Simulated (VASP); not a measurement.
```xyz
3
Lattice="1.8597 -3.2211 0.0000 1.8597 3.2211 0.0000 0.0000 0.0000 5.7451" Properties=species:S:1:pos:R:3 pbc="T T T"
Pt     0.0000     0.0000     0.0000
Se     1.8597     1.0737     1.3115
Se     1.8597    -1.0737     4.4336
```

Method: r2SCAN meta-GGA, VASP's PBE PAW potentials (set 64) (plane waves; VASP 6.6.1). Run with 520 eV cut-off, 6×6×4 Γ-centred mesh, Gaussian smearing of 0.050 eV, potentials Pt Se.

Q: Estimate the energy per atom (σ→0).

A: 
| Quantity | Value |
|---|---|
| energy per atom (σ→0) | -27.166 eV/atom |

The absolute energy has meaning only against runs of the same code, potentials and settings.

The compound is PtSe2 in the 1T layered structure. It was relaxed first, which changed the volume by +12 %. The start is the result of an earlier pass.
